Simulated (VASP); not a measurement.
```yaml
crystal:
  lattice:
    - [0.00000, 3.16857, 3.16857]
    - [3.16857, 0.00000, 3.16857]
    - [3.16857, 3.16857, 0.00000]
  atoms:
    - { symbol: Mg, position: [0.25000, 0.25000, 0.25000] }
    - { symbol: Mg, position: [0.75000, 0.75000, 0.75000] }
    - { symbol: Si, position: [0.00000, 0.00000, 0.00000] }
```

All values below come from optB86b-vdW, VASP's PBE PAW potentials (set 64) (plane waves; VASP 6.6.1). Settings: 520 eV cut-off, Gaussian smearing of 0.050 eV, potentials Mg Si.

Q: Give the energies of bands 2 to 7 at the high-symmetry points, in eV from the valence-band maximum.

A: 
| band | Γ | X | U | L | W |
|---|---|---|---|---|---|
| 2 | 0.00 | -4.42 | -4.00 | -4.75 | -3.59 |
| 3 | 0.00 | -1.94 | -3.43 | -0.70 | -3.59 |
| 4 | 0.00 | -1.94 | -1.62 | -0.70 | -2.65 |
| 5 | 1.95 | 0.23 | 0.73 | 1.32 | 2.69 |
| 6 | 2.60 | 0.46 | 3.02 | 2.58 | 3.61 |
| 7 | 2.60 | 7.98 | 5.88 | 2.58 | 3.61 |

The gap is indirect, 0.23 eV, from the valence maximum at Γ to the conduction minimum at X.

Measured: gap 0.77 eV (computed value off by -0.54 eV), as given by Byungki Ryu et al., Journal of the Korean Physical Society (2019), arXiv:1905.06140.

The compound is Mg2Si in the antifluorite structure. It was relaxed first.
